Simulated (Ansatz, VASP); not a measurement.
## NaCl: VASP beside Ansatz

Wanted: the spread between two codes on one cell, functional and k mesh. The cell is taken from a series of runs on this material, whose earlier steps may have relaxed, scaled, displaced or heated it; both programs get it as it stands.

Method: plane waves, with VASP 6.6.1 beside it; zone-centre phonons at PBEsol, in Ansatz 0.2.0.

### Step 1. The structure

It takes space group Fm-3m (No. 225, cubic). The conventional cell has a = 5.604 Å, b = 5.604 Å, c = 5.604 Å, α = 90.00°, β = 90.00°, γ = 90.00°. Nearest to Na lie 6 Cl at 2.80 Å. Cl has 6 Na at 2.80 Å nearest. Farther neighbours and most contacts between anions are not listed.

### Step 2. VASP: zone-centre phonons, PBEsol

Second derivatives magnify differences that forces hide, and they need a tight electronic threshold.

Lines of VASP's logs that name or quote its potential files are left out, and so is its time.

INCAR reads:

```
SYSTEM = NaCl
PREC = Accurate
ENCUT = 500
EDIFF = 1E-08
NELM = 120
ISMEAR = 0
SIGMA = 0.01
LREAL = .FALSE.
ALGO = Normal
GGA = PS
NBANDS = 13
LORBIT = 11
LWAVE = .FALSE.
LCHARG = .FALSE.
ISIF = 2
IBRION = 8
LEPSILON = .TRUE.
LASPH = .TRUE.
GGA_COMPAT = .FALSE.
EFERMI = MIDGAP
```

POSCAR reads:

```
NaCl
1.0
    0.0000000000      2.8017603140      2.8017603140
    2.8017603140      0.0000000000      2.8017603140
    2.8017603140      2.8017603140      0.0000000000
Na Cl
1 1
Direct
    0.0000000000      0.0000000000      0.0000000000
    0.5000000000      0.5000000000      0.5000000000
```

KPOINTS reads:

```
Automatic mesh
0
Gamma
6 6 6
0 0 0
```

The projector-augmented-wave data sets are Na_pv and Cl (PBE family, release 64).

Launch:

```console
$ mpirun -np 1 vasp_std
```

Numbers of over 12 decimals in the logs are rounded to 6 here.

The log of the run:

```text
[banner, memory and clock lines left out]
running    1 mpi-ranks, on    1 nodes
 distrk:  each k-point on    1 cores,    1 groups
 distr:  one band on    1 cores,    1 groups

 POSCAR found type information on POSCAR NaCl
 POSCAR found :  2 types and       2 ions
|                                                                             |
|               ----> ADVICE to this user running VASP <----                  |
|                                                                             |
|     You enforced a specific xc type in the INCAR file but a different       |
|     [... a line on the potential file left out ...]
|     I HOPE YOU KNOW WHAT YOU ARE DOING!                                     |
|                                                                             |

 LDA part: xc-table for (Slater+PW92), standard interpolation
 POSCAR, INCAR and KPOINTS ok, starting setup
 FFT: planning ... GRIDC
 FFT: planning ... GRID_SOFT
 FFT: planning ... GRID
 WAVECAR not read
 entering main loop
       N       E                     dE             d eps       ncg     rms          rms(c)
DAV:   1     0.958333294380E+02    0.95833E+02   -0.69451E+03   421   0.105E+03
DAV:   2     0.103663326100E+01   -0.94797E+02   -0.87721E+02   454   0.270E+02
DAV:   3    -0.701477212869E+01   -0.80514E+01   -0.79992E+01   521   0.749E+01
DAV:   4    -0.715677788093E+01   -0.14201E+00   -0.14194E+00   486   0.107E+01
DAV:   5    -0.716002755240E+01   -0.32497E-02   -0.32496E-02   505   0.162E+00    0.192E+00
DAV:   6    -0.700537358669E+01    0.15465E+00   -0.26379E-01   491   0.378E+00    0.138E+00
DAV:   7    -0.699483054513E+01    0.10543E-01   -0.63966E-02   556   0.175E+00    0.930E-01
DAV:   8    -0.699828069787E+01   -0.34502E-02   -0.77218E-03   451   0.851E-01    0.281E-01
DAV:   9    -0.699818523197E+01    0.95466E-04   -0.18829E-04   526   0.113E-01    0.182E-01
DAV:  10    -0.699821830722E+01   -0.33075E-04   -0.31381E-04   466   0.117E-01    0.582E-02
DAV:  11    -0.699820836586E+01    0.99414E-05   -0.20258E-05   491   0.342E-02    0.220E-02
DAV:  12    -0.699820729719E+01    0.10687E-05   -0.40898E-06   456   0.128E-02    0.153E-03
DAV:  13    -0.699820742916E+01   -0.13197E-06   -0.84206E-08   506   0.229E-03    0.844E-04
DAV:  14    -0.699820740214E+01    0.27019E-07   -0.26619E-09   362   0.497E-04    0.887E-04
DAV:  15    -0.699820742016E+01   -0.18025E-07   -0.55048E-09   273   0.499E-04    0.512E-05
DAV:  16    -0.699820741801E+01    0.21557E-08   -0.29210E-10   268   0.147E-04
   1 F= -.69982074E+01 E0= -.69982074E+01  d E =0.000000E+00
 Linear response reoptimize wavefunctions to high precision
DAV:   1    -0.699820741660E+01    0.14065E-08   -0.31433E-11   273   0.778E-05
DAV:   2    -0.699820741664E+01   -0.38199E-10    0.11997E-12   258   0.243E-05
 Linear response G [H, r] |phi>, progress :
  Direction:   1
       N       E                     dE             d eps       ncg     rms
RMM:   1    -0.449756044856E+02   -0.44976E+02   -0.24340E+02   743   0.113E+02
RMM:   2    -0.448456237313E+02    0.12998E+00   -0.70819E+00   800   0.208E+01
RMM:   3    -0.449911389805E+02   -0.14552E+00   -0.54305E-01   861   0.589E+00
RMM:   4    -0.449948849833E+02   -0.37460E-02   -0.33811E-02   806   0.163E+00
RMM:   5    -0.449958878280E+02   -0.10028E-02   -0.23953E-03   859   0.353E-01
RMM:   6    -0.449959082483E+02   -0.20420E-04   -0.34956E-05   861   0.947E-02
RMM:   7    -0.449959226999E+02   -0.14452E-04   -0.29046E-05   860   0.285E-02
RMM:   8    -0.449959230007E+02   -0.30082E-06   -0.31215E-06   810   0.117E-02
RMM:   9    -0.449959239675E+02   -0.96674E-06   -0.16508E-05   758   0.363E-03
RMM:  10    -0.449959233635E+02    0.60394E-06    0.15793E-05   705   0.191E-03
RMM:  11    -0.449959234624E+02   -0.98818E-07   -0.18141E-05   646   0.926E-04
RMM:  12    -0.449959233092E+02    0.15316E-06    0.89471E-06   528   0.691E-04
RMM:  13    -0.449959234306E+02   -0.12140E-06   -0.27325E-05   491   0.554E-04
RMM:  14    -0.449959233794E+02    0.51161E-07    0.67369E-06   432   0.519E-04
RMM:  15    -0.449959232992E+02    0.80209E-07   -0.13993E-05   402   0.504E-04
RMM:  16    -0.449959233792E+02   -0.79983E-07    0.15068E-06   370   0.499E-04
RMM:  17    -0.449959233156E+02    0.63642E-07   -0.14002E-05   343   0.499E-04
 Linear response G [H, r] |phi>, progress :
  Direction:   2
       N       E                     dE             d eps       ncg     rms
RMM:   1    -0.454472963041E+02   -0.45447E+02   -0.24751E+02   741   0.115E+02
RMM:   2    -0.448445114739E+02    0.60278E+00   -0.80964E+00   804   0.216E+01
RMM:   3    -0.449827983029E+02   -0.13829E+00   -0.49024E-01   861   0.590E+00
RMM:   4    -0.449872432622E+02   -0.44450E-02   -0.35251E-02   809   0.165E+00
RMM:   5    -0.449881734422E+02   -0.93018E-03   -0.23100E-03   857   0.361E-01
[...]
RMM:   1    -0.218232672902E+00   -0.21823E+00   -0.51564E-01   643   0.422E+00
RMM:   2    -0.243705840643E+00   -0.25473E-01   -0.15702E-02   848   0.762E-01
RMM:   3    -0.243727098574E+00   -0.21258E-04   -0.21412E-04   836   0.105E-01
RMM:   4    -0.243727784937E+00   -0.68636E-06   -0.10097E-05   836   0.214E-02
RMM:   5    -0.243727863676E+00   -0.78739E-07   -0.38565E-07   850   0.444E-03
RMM:   6    -0.243727865728E+00   -0.20521E-08   -0.17889E-08   822   0.997E-04
[...]
RMM:  12    -0.214322953160E+00    0.93737E-07   -0.52879E-08  1291   0.110E-04    0.142E-05
RMM:  13    -0.214322909330E+00    0.43829E-07   -0.37896E-08   760   0.552E-05    0.453E-06
 change of polarisation eV/A/(eV/A) component  1 :     0.381     0.078     0.025
 dielectric tensor                  component  1 :     2.567     0.323     0.101
 Linear response to external field, progress :
  Direction:   2
       N       E                     dE             d eps       ncg     rms          rms(c)
RMM:   1    -0.196650388111E+00   -0.19665E+00   -0.42262E-01  1216   0.420E+00
RMM:   2    -0.221996069077E+00   -0.25346E-01   -0.17043E-02  1561   0.796E-01    0.109E+00
RMM:   3    -0.197602633838E+00    0.24393E-01   -0.33280E-02  1410   0.733E-01    0.534E-01
RMM:   4    -0.204282186923E+00   -0.66796E-02   -0.18357E-02  1489   0.589E-01    0.185E-01
RMM:   5    -0.214230985846E+00   -0.99488E-02   -0.76522E-04  1415   0.213E-01    0.480E-02
RMM:   6    -0.213950635687E+00    0.28035E-03   -0.35682E-05  1511   0.401E-02    0.302E-02
RMM:   7    -0.214147223649E+00   -0.19659E-03   -0.44308E-05  1391   0.309E-02    0.768E-03
RMM:   8    -0.214309996039E+00   -0.16277E-03   -0.35511E-06  1539   0.109E-02    0.134E-03
RMM:   9    -0.214309233788E+00    0.76225E-06   -0.82958E-08  1603   0.227E-03    0.739E-04
RMM:  10    -0.214322889220E+00   -0.13655E-04   -0.34233E-08  1463   0.110E-03    0.850E-05
RMM:  11    -0.214323027532E+00   -0.13831E-06   -0.33642E-07  1533   0.308E-04    0.510E-05
RMM:  12    -0.214322958156E+00    0.69376E-07   -0.11491E-08  1269   0.105E-04    0.168E-05
RMM:  13    -0.214322913271E+00    0.44886E-07   -0.14273E-08   759   0.568E-05    0.452E-06
 change of polarisation eV/A/(eV/A) component  2 :     0.063     0.381    -0.024
 dielectric tensor                  component  2 :     0.261     2.567    -0.098
 Linear response to external field, progress :
  Direction:   3
       N       E                     dE             d eps       ncg     rms          rms(c)
RMM:   1    -0.196617756461E+00   -0.19662E+00   -0.42229E-01  1225   0.420E+00
RMM:   2    -0.221995910240E+00   -0.25378E-01   -0.17042E-02  1557   0.796E-01    0.109E+00
RMM:   3    -0.197605269615E+00    0.24391E-01   -0.33299E-02  1407   0.733E-01    0.534E-01
RMM:   4    -0.204281675064E+00   -0.66764E-02   -0.18343E-02  1485   0.588E-01    0.185E-01
RMM:   5    -0.214225663806E+00   -0.99440E-02   -0.75844E-04  1407   0.212E-01    0.476E-02
RMM:   6    -0.213949507676E+00    0.27616E-03   -0.35489E-05  1508   0.398E-02    0.299E-02
RMM:   7    -0.214148125228E+00   -0.19862E-03   -0.42669E-05  1390   0.304E-02    0.757E-03
RMM:   8    -0.214309975846E+00   -0.16185E-03   -0.34155E-06  1535   0.107E-02    0.136E-03
RMM:   9    -0.214309499874E+00    0.47597E-06   -0.74869E-08  1595   0.222E-03    0.720E-04
RMM:  10    -0.214322849130E+00   -0.13349E-04    0.22215E-08  1450   0.106E-03    0.776E-05
RMM:  11    -0.214322981519E+00   -0.13239E-06    0.13392E-07  1530   0.296E-04    0.483E-05
RMM:  12    -0.214322955745E+00    0.25774E-07   -0.11411E-07  1250   0.102E-04    0.154E-05
RMM:  13    -0.214322907356E+00    0.48389E-07   -0.38301E-08   743   0.563E-05    0.453E-06
 change of polarisation eV/A/(eV/A) component  3 :     0.004     0.025     0.381
 dielectric tensor                  component  3 :     0.017     0.104     2.567
 Linear response DOF=           2
 Linear response progress:
  Degree of freedom:   1/  2
       N       E                     dE             d eps       ncg     rms          rms(c)
RMM:   1    -0.158409044692E+00   -0.15841E+00   -0.34176E-01   878   0.557E+00
RMM:   2    -0.162172060622E+00   -0.37630E-02   -0.18355E-02  1239   0.102E+00    0.217E-02
RMM:   3    -0.162325397180E+00   -0.15334E-03   -0.57171E-04  1412   0.180E-01    0.102E-02
RMM:   4    -0.162386238242E+00   -0.60841E-04   -0.32549E-05  1543   0.457E-02    0.296E-03
RMM:   5    -0.162398825973E+00   -0.12588E-04   -0.23111E-06  1599   0.124E-02    0.179E-03
RMM:   6    -0.162416597546E+00   -0.17772E-04   -0.31535E-07  1470   0.435E-03    0.429E-04
RMM:   7    -0.162416406243E+00    0.19130E-06   -0.95439E-08  1644   0.174E-03    0.299E-04
RMM:   8    -0.162417388718E+00   -0.98248E-06   -0.24774E-08  1516   0.791E-04    0.732E-05
RMM:   9    -0.162417619891E+00   -0.23117E-06    0.12798E-07  1720   0.402E-04    0.301E-05
RMM:  10    -0.162417577161E+00    0.42730E-07    0.47970E-08  1696   0.209E-04    0.199E-05
RMM:  11    -0.162417574862E+00    0.22996E-08    0.43723E-08  1688   0.138E-04    0.298E-06
 first order change of Fermi-energy  -0.33169E-04
 force on displaced ion       1 direction 1 :  -1.450   0.000   0.000
 Born effective charge ion    1 direction 1 :   1.091   0.000   0.000
 Linear response progress:
  Degree of freedom:   2/  2
       N       E                     dE             d eps       ncg     rms          rms(c)
RMM:   1    -0.191891319916E+00   -0.19189E+00    0.23772E-02  1603   0.230E+00
RMM:   2    -0.192334691683E+00   -0.44337E-03   -0.17110E-03  1452   0.431E-01    0.594E-02
RMM:   3    -0.193007543551E+00   -0.67285E-03   -0.21065E-04  1434   0.107E-01    0.263E-02
RMM:   4    -0.193618633506E+00   -0.61109E-03   -0.53013E-05  1323   0.519E-02    0.117E-02
RMM:   5    -0.193653162087E+00   -0.34529E-04   -0.39425E-06  1454   0.168E-02    0.558E-03
RMM:   6    -0.193654731772E+00   -0.15697E-05   -0.97912E-07  1428   0.713E-03    0.228E-03
RMM:   7    -0.193666152581E+00   -0.11421E-04   -0.17281E-07  1409   0.252E-03    0.402E-04
RMM:   8    -0.193659754652E+00    0.63979E-05   -0.34735E-08  1505   0.835E-04    0.212E-04
RMM:   9    -0.193655852949E+00    0.39017E-05   -0.30255E-08  1420   0.423E-04    0.717E-05
RMM:  10    -0.193656277603E+00   -0.42465E-06   -0.10326E-07  1535   0.170E-04    0.246E-05
RMM:  11    -0.193656369782E+00   -0.92179E-07    0.10991E-07  1634   0.858E-05    0.920E-06
RMM:  12    -0.193656423022E+00   -0.53239E-07   -0.30294E-07  1451   0.620E-05    0.164E-06
RMM:  13    -0.193656431458E+00   -0.84367E-08   -0.44922E-07  1208   0.555E-05    0.450E-07
RMM:  14    -0.193656435211E+00   -0.37526E-08   -0.46608E-07   881   0.546E-05    0.306E-07
RMM:  15    -0.193656431769E+00    0.34424E-08   -0.46544E-07   736   0.538E-05    0.815E-08
 first order change of Fermi-energy   0.65948E-03
 force on displaced ion       2 direction 1 :  -1.429   0.000   0.000
 Born effective charge ion    2 direction 1 :  -1.091   0.000   0.000
 Born effective charges drift removed
 Linear response finished
```

Parts of OUTCAR (step 2):

```text
ion  position               nearest neighbor table
   1  0.000  0.000  0.000-
   2  0.500  0.500  0.500-

  LATTYP: Found a face centered cubic cell.
 ALAT       =     5.6035206280

 Subroutine GETGRP returns: Found 48 space group operations
 (whereof 48 operations were pure point group operations)

The static configuration has the point symmetry O_h .

 Found     16 irreducible k-points:

   k-points           NKPTS =     16   k-points in BZ     NKDIM =     16   number of bands    NBANDS=     13

   dimension x,y,z NGX =    30 NGY =   30 NGZ =   30
   dimension x,y,z NGXF=    60 NGYF=   60 NGZF=   60

   ENCUT  =  500.0 eV  36.75 Ry    6.06 a.u.   7.22  7.22  7.22*2*pi/ulx,y,z

   NELECT =      14.0000    total number of electrons

 k-points in reciprocal lattice and weights: Automatic mesh
   0.00000000  0.00000000  0.00000000       0.005
   0.16666667  0.00000000  0.00000000       0.037
   0.33333333  0.00000000  0.00000000       0.037
   0.50000000  0.00000000  0.00000000       0.019
   0.16666667  0.16666667  0.00000000       0.028
   0.33333333  0.16666667  0.00000000       0.111
   0.50000000  0.16666667  0.00000000       0.111
  -0.33333333  0.16666667  0.00000000       0.111
  -0.16666667  0.16666667  0.00000000       0.056
[...]
-0.33333333  0.33333333  0.16666667       0.111
  -0.33333333  0.50000000  0.16666667       0.056

 average (electrostatic) potential at core
       1 -46.9674       2 -93.5930

  Total       -0.0070539     -0.0070539     -0.0070539      0.0000000     -0.0000000      0.0000000
  in kB       -0.2569320     -0.2569320     -0.2569320      0.0000000     -0.0000000      0.0000000
  external PRESSURE =      -0.2569320 kB  Pullay stress =       0.0000000 kB

  energy-cutoff  :      500.00
  volume of cell :       43.99
      direct lattice vectors                 reciprocal lattice vectors
     0.000000000  2.801760314  2.801760314    -0.178459234  0.178459234  0.178459234
     2.801760314  0.000000000  2.801760314     0.178459234 -0.178459234  0.178459234
     2.801760314  2.801760314  0.000000000     0.178459234  0.178459234 -0.178459234

 POSITION                                       TOTAL-FORCE (eV/Angst)
 -----------------------------------------------------------------------------------
      0.00000      0.00000      0.00000        -0.000000      0.000000      0.000000
      2.80176      2.80176      2.80176         0.000000     -0.000000     -0.000000
 -----------------------------------------------------------------------------------
    total drift:                               -0.000000      0.000000      0.000000

 MACROSCOPIC STATIC DIELECTRIC TENSOR (including local field effects in DFT)
 ------------------------------------------------------
           2.567057     0.000000    -0.000000
           0.000000     2.567057    -0.000000
           0.000000     0.000000     2.567057
 ------------------------------------------------------

 PIEZOELECTRIC TENSOR (including local field effects)  for field in x, y, z        (C/m^2)
          XX          YY          ZZ          XY          YZ          ZX
  --------------------------------------------------------------------------------
  x     0.00000     0.00000     0.00000     0.00000     0.00000     0.00000
  y     0.00000     0.00000     0.00000     0.00000     0.00000     0.00000
  z     0.00000     0.00000     0.00000     0.00000     0.00000     0.00000

 BORN EFFECTIVE CHARGES (including local field effects) (in |e|, cummulative output)
 ---------------------------------------------------------------------------------
 ion    1
    1     1.09104     0.00000     0.00000
    2     0.00000     1.09104     0.00000
    3     0.00000     0.00000     1.09104
 ion    2
    1    -1.09104     0.00000     0.00000
    2     0.00000    -1.09104     0.00000
    3     0.00000     0.00000    -1.09104

 Eigenvectors and eigenvalues of the dynamical matrix
 ----------------------------------------------------

   1 f  =    5.027119 THz    31.586322 2PiTHz  167.686651 cm-1    20.790486 meV
             X         Y         Z           dx          dy          dz
      0.000000  0.000000  0.000000    -0.270306   -0.732797    0.000000
      2.801760  2.801760  2.801760     0.216108    0.585868    0.000000

   2 f  =    5.027119 THz    31.586322 2PiTHz  167.686651 cm-1    20.790486 meV
             X         Y         Z           dx          dy          dz
      0.000000  0.000000  0.000000     0.000000    0.000000    0.781061
      2.801760  2.801760  2.801760     0.000000    0.000000   -0.624455

   3 f  =    5.027119 THz    31.586322 2PiTHz  167.686651 cm-1    20.790486 meV
             X         Y         Z           dx          dy          dz
      0.000000  0.000000  0.000000    -0.732797    0.270306   -0.000000
      2.801760  2.801760  2.801760     0.585868   -0.216108    0.000000

   4 f/i=    0.017669 THz     0.111017 2PiTHz    0.589372 cm-1     0.073073 meV
             X         Y         Z           dx          dy          dz
      0.000000  0.000000  0.000000     0.088062    0.604378    0.130060
      2.801760  2.801760  2.801760     0.110147    0.755950    0.162678

   5 f/i=    0.017669 THz     0.111017 2PiTHz    0.589372 cm-1     0.073073 meV
             X         Y         Z           dx          dy          dz
      0.000000  0.000000  0.000000     0.463339   -0.151496    0.390268
      2.801760  2.801760  2.801760     0.579540   -0.189490    0.488143

   6 f/i=    0.017669 THz     0.111017 2PiTHz    0.589372 cm-1     0.073073 meV
             X         Y         Z           dx          dy          dz
      0.000000  0.000000  0.000000     0.409274    0.041467   -0.469807
      2.801760  2.801760  2.801760     0.511915    0.051866   -0.587630

 MACROSCOPIC STATIC DIELECTRIC TENSOR IONIC CONTRIBUTION
 ------------------------------------------------------
           3.400836     0.000000     0.000000
           0.000000     3.400836    -0.000000
           0.000000    -0.000000     3.400836
 ------------------------------------------------------

 ELASTIC MODULI CONTR FROM IONIC RELAXATION (kBar)
 Direction    XX          YY          ZZ          XY          YZ          ZX
 --------------------------------------------------------------------------------
 XX           0.0000      0.0000      0.0000      0.0000      0.0000      0.0000
 YY           0.0000      0.0000      0.0000      0.0000      0.0000      0.0000
 ZZ           0.0000      0.0000      0.0000      0.0000      0.0000      0.0000
 XY           0.0000      0.0000      0.0000      0.0000      0.0000      0.0000
 YZ           0.0000      0.0000      0.0000      0.0000      0.0000      0.0000
 ZX           0.0000      0.0000      0.0000      0.0000      0.0000      0.0000
 --------------------------------------------------------------------------------

 PIEZOELECTRIC TENSOR IONIC CONTR  for field in x, y, z        (C/m^2)
          XX          YY          ZZ          XY          YZ          ZX
  --------------------------------------------------------------------------------
  x     0.00000     0.00000     0.00000     0.00000     0.00000     0.00000
  y     0.00000     0.00000     0.00000     0.00000     0.00000     0.00000
  z     0.00000     0.00000     0.00000     0.00000     0.00000     0.00000
```

(Part 1 of 2 ends here.)

[Lines on the potential files, build, host, timing and source positions are cut from VASP's logs without a mark.]

[Logs are printed without paths, hosts, clocks, repeated set-up lines and the standing remarks that a program may print on its own settings, such as how far it seeks lower states.]

[Hosts, paths, dates, database ids (printed as entryN), source tags and the programs' standing remarks are cut or masked in the printed files.]
